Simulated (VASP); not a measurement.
Computed with PBE GGA, VASP's PBE PAW potentials (set 64) (plane waves; VASP 6.6.1).

A VASP calculation is set up with these files.

File POSCAR:
```
Sn atom
1
   12.0000000000     0.0000000000     0.0000000000
    0.0000000000    12.5000000000     0.0000000000
    0.0000000000     0.0000000000    13.0000000000
Sn
1
Direct
  0.0000000000   0.0000000000   0.0000000000
```

**KPOINTS**
```
Automatic mesh
0
Gamma
1 1 1
0 0 0
```

### INCAR
```
! general
SYSTEM  = Sn atom
PREC    = Normal
ENCUT   = 520
LREAL   = .False.
LASPH   = .True.
ISYM    = 0

! electronic loop
EDIFF   = 1E-6
NELM    = 200
ALGO    = All
LMAXMIX = 4

! smearing
ISMEAR  = 0
SIGMA   = 0.01

! functional
GGA     = PE

! spin
ISPIN   = 2
MAGMOM  = 2
NUPDOWN = 2

! output
LWAVE   = .False.
LCHARG  = .False.
LORBIT  = 10
```

POTCAR, in this order: Sn_d (PBE.64 set). Program: vasp_gam. Read from the step before: WAVECAR.

Output

### OSZICAR
```
       N       E                     dE             d eps       ncg     rms           ort
SDA:   1    -0.667656012523E+00   -0.66766E+00    0.00000E+00    12   0.812E-04   0.000E+00
CGA:   2    -0.667667161064E+00   -0.11149E-04   -0.10014E-04    12   0.213E-05  -0.139E-05
CGA:   3    -0.667667680358E+00   -0.51929E-06   -0.52960E-06    12   0.878E-06  -0.109E-06
   1 F= -.66766768E+00 E0= -.66381142E+00  d E =-.771253E-02  mag=     2.0000
```

OUTCAR:
```
------------------------ aborting loop because EDIFF is reached ----------------------------------------
  FORCE on cell =-STRESS in cart. coord.  units (eV):
  Direction    XX          YY          ZZ          XY          YZ          ZX
  --------------------------------------------------------------------------------------
  Total       -0.0052676     -0.0083895     -0.0081357     -0.0021161      0.0004359      0.0011135
  in kB       -0.0043280     -0.0068930     -0.0066846     -0.0017387      0.0003582      0.0009149
  external PRESSURE =      -0.0059685 kB  Pullay stress =       0.0000000 kB
  volume of cell :     1950.00
      direct lattice vectors                 reciprocal lattice vectors
    12.000000000  0.000000000  0.000000000     0.083333333  0.000000000  0.000000000
     0.000000000 12.500000000  0.000000000     0.000000000  0.080000000  0.000000000
     0.000000000  0.000000000 13.000000000     0.000000000  0.000000000  0.076923077
 POSITION                                       TOTAL-FORCE (eV/Angst)
 -----------------------------------------------------------------------------------
      0.00000      0.00000      0.00000         0.000001      0.000010      0.000009
 -----------------------------------------------------------------------------------
    total drift:                                0.000001      0.000010      0.000009
  FREE ENERGIE OF THE ION-ELECTRON SYSTEM (eV)
  ---------------------------------------------------
  free  energy   TOTEN  =        -0.6676676804 eV

  energy  without entropy=       -0.6599551551  energy(sigma->0) =       -0.66381142

 total charge

# of ion       s       p       d       tot
------------------------------------------
    1        1.342   0.763   9.919  12.024

 magnetization (x)

# of ion       s       p       d       tot
------------------------------------------
    1       -0.004   0.763  -0.001   0.757
```
(Selected blocks of OUTCAR.)

**OUTCAR**
```
 val. band max:       -3.9710065324   @ k =   0.0000   0.0000   0.0000

 cond. band min:      -2.6796204020   @ k =   0.0000   0.0000   0.0000


 Fermi energy:        -3.9680826687

 spin component 1

 k-point     1 :       0.0000    0.0000    0.0000
  band No.  band energies     occupation
      1     -25.5686      1.00000
      2     -25.5681      1.00000
      3     -25.5675      1.00000
      4     -25.5653      1.00000
      5     -25.5653      1.00000
      6     -10.7840      1.00000
      7      -3.9712      0.67101
      8      -3.9711      0.66852
      9      -3.9710      0.66046
     10      -0.5420      0.00000
     11       0.5037      0.00000
     12       0.5296      0.00000

 Fermi energy:        -9.5342654882

 spin component 2

 k-point     1 :       0.0000    0.0000    0.0000
  band No.  band energies     occupation
      1     -25.4020      1.00000
      2     -25.4012      1.00000
      3     -25.4004      1.00000
      4     -25.3976      1.00000
      5     -25.3975      1.00000
      6      -9.5923      1.00000
      7      -2.6796      0.00000
      8      -2.6730      0.00000
      9      -2.6728      0.00000
     10       0.0371      0.00000
     11       0.9429      0.00000
     12       1.0222      0.00000
```

The atom may not be in its lowest state. Unless said otherwise, spin-orbit coupling is left out, though it shifts the bands of the heavy elements here.

The cell is a free atom in a box.
